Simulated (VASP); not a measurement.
All values below come from PBE GGA with D3 dispersion (Becke-Johnson damping), VASP's PBE PAW potentials (set 64) (plane waves; VASP 6.6.1).

A VASP calculation is set up with these files.

**INCAR**
```
ALGO=Normal
EDIFF=1E-6
EDIFFG=-0.01
ENCUT=520
GGA=PE
IBRION=2
ISIF=3
ISMEAR=1
IVDW=12
LASPH=.TRUE.
LCHARG=.FALSE.
LMAXMIX=6
LREAL=.FALSE.
LWAVE=.FALSE.
NELM=100
NSW=60
PREC=Accurate
SIGMA=0.1
SYSTEM=Hf
```

POSCAR:
```
Hf
1
    1.5950000000    -2.7626210000     0.0000000000
    1.5950000000     2.7626210000     0.0000000000
    0.0000000000     0.0000000000     5.0500000000
Hf
2
Direct
  0.3333330000   0.6666670000   0.2500000000
  0.6666670000   0.3333330000   0.7500000000
```

File KPOINTS:
```
Automatic mesh
0
Gamma
12 12 7
0 0 0
```

POTCAR, in this order: Hf_pv (PBE.64 set). Program: vasp_std.

Output of the run:

File OUTCAR:
```
 ion  position               nearest neighbor table
   1  0.333  0.667  0.250-   2 3.13   2 3.13   2 3.13   2 3.13   2 3.13   2 3.13
   2  0.667  0.333  0.750-   1 3.13   1 3.13   1 3.13   1 3.13   1 3.13   1 3.13
  LATTYP: Found a hexagonal cell.
 ALAT       =     3.1899999670
 C/A-ratio  =     1.5830721167
 Subroutine PRICEL returns:
 Original cell was already a primitive cell.
 Subroutine GETGRP returns: Found 24 space group operations
The static configuration has the point symmetry D_3d.
 The point group associated with its full space group is D_6h.
The dynamic configuration has the point symmetry D_3d.
 Subroutine INISYM returns: Found 24 space group operations
 Subroutine IBZKPT returns following result:
 Found     76 irreducible k-points:

 Following reciprocal coordinates:
            Coordinates               Weight
  0.000000  0.000000  0.000000      1.000000
  0.083333  0.000000  0.000000      6.000000
  0.166667  0.000000  0.000000      6.000000
  0.250000  0.000000  0.000000      6.000000
  0.333333  0.000000  0.000000      6.000000
  0.416667  0.000000  0.000000      6.000000
  0.500000  0.000000  0.000000      3.000000
  0.083333  0.083333  0.000000      6.000000
  0.166667  0.083333  0.000000     12.000000
  0.250000  0.083333  0.000000     12.000000
  0.333333  0.083333  0.000000     12.000000
  0.416667  0.083333  0.000000     12.000000
  0.166667  0.166667  0.000000      6.000000
  0.250000  0.166667  0.000000     12.000000
  0.333333  0.166667  0.000000     12.000000
  0.416667  0.166667  0.000000      6.000000
  0.250000  0.250000  0.000000      6.000000
  0.333333  0.250000  0.000000     12.000000
  0.333333  0.333333  0.000000      2.000000
  0.000000  0.000000  0.142857      2.000000
  0.083333  0.000000  0.142857     12.000000
  0.166667  0.000000  0.142857     12.000000
  0.250000  0.000000  0.142857     12.000000
  0.333333  0.000000  0.142857     12.000000
  0.416667  0.000000  0.142857     12.000000
  0.500000  0.000000  0.142857      6.000000
  0.083333  0.083333  0.142857     12.000000
  0.166667  0.083333  0.142857     24.000000
  0.250000  0.083333  0.142857     24.000000
  0.333333  0.083333  0.142857     24.000000
  0.416667  0.083333  0.142857     24.000000
  0.166667  0.166667  0.142857     12.000000
  0.250000  0.166667  0.142857     24.000000
  0.333333  0.166667  0.142857     24.000000
  0.416667  0.166667  0.142857     12.000000
  0.250000  0.250000  0.142857     12.000000
  0.333333  0.250000  0.142857     24.000000
  0.333333  0.333333  0.142857      4.000000
  0.000000  0.000000  0.285714      2.000000
  0.083333  0.000000  0.285714     12.000000
   k-points           NKPTS =     76   k-points in BZ     NKDIM =     76   number of bands    NBANDS=     14
   number of dos      NEDOS =    301   number of ions     NIONS =      2
   total plane-waves  NPLWV =  23040
   dimension x,y,z NGX =    24 NGY =   24 NGZ =   40
   dimension x,y,z NGXF=    48 NGYF=   48 NGZF=   80
   ions per type =               2
   PREC   = accura    normal or accurate (medium, high low for compatibility)
   ISTART =      0    job   : 0-new  1-cont  2-samecut
   ICHARG =      2    charge: 1-file 2-atom 10-const
   ISPIN  =      1    spin polarized calculation?
   LNONCOLLINEAR =      F non collinear calculations
   LSORBIT =      F    spin-orbit coupling
   INIWAV =      1    electr: 0-lowe 1-rand  2-diag
   ENCUT  =  520.0 eV  38.22 Ry    6.18 a.u.   5.93  5.93  9.39*2*pi/ulx,y,z
   NELM   =    100;   NELMIN=  2; NELMDL= -5     # of ELM steps
   EDIFF  = 0.1E-05   stopping-criterion for ELM
   LREAL  =      F    real-space projection
...
```

File OSZICAR:
```
       N       E                     dE             d eps       ncg     rms          rms(c)
DAV:   1     0.482327462097E+02    0.48233E+02   -0.11765E+04  2144   0.136E+03
DAV:   2    -0.184451362877E+02   -0.66678E+02   -0.65501E+02  2686   0.273E+02
DAV:   3    -0.205398748538E+02   -0.20947E+01   -0.20445E+01  2884   0.313E+01
DAV:   4    -0.205589794585E+02   -0.19105E-01   -0.19101E-01  2422   0.374E+00
DAV:   5    -0.205593067402E+02   -0.32728E-03   -0.32726E-03  2960   0.383E-01    0.657E+01
DAV:   6    -0.200398140828E+02    0.51949E+00   -0.49919E-01  2254   0.547E+00    0.389E+01
DAV:   7    -0.198579078295E+02    0.18191E+00   -0.83722E-01  2286   0.679E+00    0.199E+00
DAV:   8    -0.198483100524E+02    0.95978E-02   -0.55017E-02  2326   0.180E+00    0.218E-01
DAV:   9    -0.198484137405E+02   -0.10369E-03   -0.11578E-03  2998   0.272E-01    0.208E-01
DAV:  10    -0.198484032738E+02    0.10467E-04   -0.72476E-05  2364   0.687E-02    0.341E-01
DAV:  11    -0.198484036250E+02   -0.35120E-06   -0.11465E-05  2740   0.278E-02    0.186E-02
DAV:  12    -0.198484040748E+02   -0.44977E-06   -0.76919E-07  1610   0.738E-03
   1 F= -.20753987E+02 E0= -.20753947E+02  d E =-.207540E+02
       N       E                     dE             d eps       ncg     rms          rms(c)
DAV:   1    -0.199927213667E+02   -0.14432E+00   -0.49168E+00  2128   0.195E+01    0.528E+00
DAV:   2    -0.198475170378E+02    0.14520E+00   -0.28634E-01  2152   0.457E+00    0.144E+00
DAV:   3    -0.198024397074E+02    0.45077E-01   -0.90730E-02  2212   0.236E+00    0.785E-01
DAV:   4    -0.197980503073E+02    0.43894E-02   -0.10126E-02  2460   0.811E-01    0.637E-01
DAV:   5    -0.197976656936E+02    0.38461E-03   -0.11233E-03  2608   0.211E-01    0.100E-01
DAV:   6    -0.197976766592E+02   -0.10966E-04   -0.38911E-05  2862   0.458E-02    0.360E-02
DAV:   7    -0.197976740900E+02    0.25692E-05   -0.11760E-06  2032   0.825E-03    0.637E-03
DAV:   8    -0.197976741801E+02   -0.90053E-07   -0.97861E-08  1400   0.223E-03
   2 F= -.20750001E+02 E0= -.20749798E+02  d E =0.398517E-02
       N       E                     dE             d eps       ncg     rms          rms(c)
DAV:   1    -0.198944127808E+02   -0.96739E-01   -0.14997E+00  2128   0.108E+01    0.305E+00
DAV:   2    -0.198502607753E+02    0.44152E-01   -0.91788E-02  2164   0.255E+00    0.801E-01
DAV:   3    -0.198368631528E+02    0.13398E-01   -0.25187E-02  2224   0.122E+00    0.387E-01
DAV:   4    -0.198352047593E+02    0.16584E-02   -0.39218E-03  2386   0.495E-01    0.304E-01
DAV:   5    -0.198350910306E+02    0.11373E-03   -0.32756E-04  2680   0.112E-01    0.525E-02
DAV:   6    -0.198350912618E+02   -0.23113E-06   -0.12203E-05  2662   0.259E-02    0.215E-02
DAV:   7    -0.198350910798E+02    0.18193E-06   -0.49867E-07  1472   0.565E-03
   3 F= -.20761228E+02 E0= -.20761115E+02  d E =-.724128E-02
```

OUTCAR:
```
------------------------ aborting loop because EDIFF is reached ----------------------------------------
 Edisp (eV)   -0.92614
  FORCE on cell =-STRESS in cart. coord.  units (eV):
  Direction    XX          YY          ZZ          XY          YZ          ZX
  --------------------------------------------------------------------------------------
  Total       0.00278     0.00278    -0.01264     0.00000    -0.00000     0.00000
  in kB       0.10219     0.10219    -0.46513     0.00000    -0.00000     0.00000
  external pressure =       -0.09 kB  Pullay stress =        0.00 kB
  volume of cell :       43.55
      direct lattice vectors                 reciprocal lattice vectors
     1.583963598 -2.743505393  0.000000000     0.315663820 -0.182248594  0.000000000
     1.583963598  2.743505393  0.000000000     0.315663820  0.182248594  0.000000000
    -0.000000000 -0.000000000  5.011348927    -0.000000000  0.000000000  0.199547071
 POSITION                                       TOTAL-FORCE (eV/Angst)
 -----------------------------------------------------------------------------------
      1.58396      0.91450      1.25284         0.000000     -0.000000      0.000000
      1.58396     -0.91450      3.75851        -0.000000      0.000000      0.000000
 -----------------------------------------------------------------------------------
    total drift:                               -0.000005      0.000179     -0.000016
  FREE ENERGIE OF THE ION-ELECTRON SYSTEM (eV)
  ---------------------------------------------------
  free  energy   TOTEN  =       -20.7612278675 eV

  energy  without entropy=      -20.7608879324  energy(sigma->0) =      -20.76111456

 reached required accuracy - stopping structural energy minimisation
```
(Selected blocks of OUTCAR.)

### CONTCAR
```
Hf
   1.00000000000000
     1.5839635984333302   -2.7435053925441064    0.0000000000000000
     1.5839635984333302    2.7435053925441064    0.0000000000000000
    -0.0000000000000000   -0.0000000000000000    5.0113489273358587
  Hf
     2
Direct
     0.3333330000000032    0.6666669999999968    0.2500000000000000
     0.6666669999999968    0.3333330000000032    0.7500000000000000
```

Energy and stress use the plane-wave basis of the starting cell.

The compound is Hf in the hcp structure. This run relaxes it. Symmetry was kept, so distortions that lower it aren't found.
